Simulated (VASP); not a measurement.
VASP ran on this input.

**INCAR**
```
ALGO = Normal
EDIFF = 1E-6
ENCUT = 550
GGA = PE
ISIF = 2
ISMEAR = 0
LASPH = .True.
LCHARG = .False.
LMAXMIX = 4
LREAL = .False.
LWAVE = .False.
NELM = 100
PREC = Accurate
SIGMA = 0.05
SYSTEM = PbSe
```

**POSCAR**
```
PbSe
1
    0.0000000000     3.1212000000     3.1212000000
    3.1212000000     0.0000000000     3.1212000000
    3.1212000000     3.1212000000     0.0000000000
Pb Se
1 1
Direct
  0.0000000000   0.0000000000   0.0000000000
  0.5000000000   0.5000000000   0.5000000000
```

**KPOINTS**
```
Automatic mesh
0
Gamma
7 7 7
0 0 0
```

POTCAR, in this order: Pb_d Se (PBE.64 set). Program: vasp_std.

### Question
Translate this PBE calculation to Ansatz.

### Answer
One equivalent input (not run):
Ansatz 0.2 input:
```yaml
crystal:
  lattice:
    - [0.0000000, 3.1212000, 3.1212000]
    - [3.1212000, 0.0000000, 3.1212000]
    - [3.1212000, 3.1212000, 0.0000000]
  atoms:
    - { symbol: Pb, position: [0.0000000, 0.0000000, 0.0000000] }
    - { symbol: Se, position: [0.5000000, 0.5000000, 0.5000000] }
kpoints:
  mp_grid: { grid: [7, 7, 7] }
hamiltonian:
  xc: pbe
  pseudopotentials: { kind: paw }
scf:
  occupations: { method: gaussian, width: 0.05 }
  max_iter: 100
output: { forces: true, stress: true, eigenvalues: true }
```
Limits of the translation: each code has its own PAW files, so the cut-off isn't converted (ENCUT is set for VASP's; basis.ecutwfc is left out, and Ansatz then takes the one that its files recommend); Ansatz stops its SCF on the density residual and VASP on the energy change (EDIFF).

The compound is PbSe in the rock salt structure. The cell was not relaxed at this level. The run is one of a series of settings (ENCUT = 550 against the base run), some of them coarse on purpose.
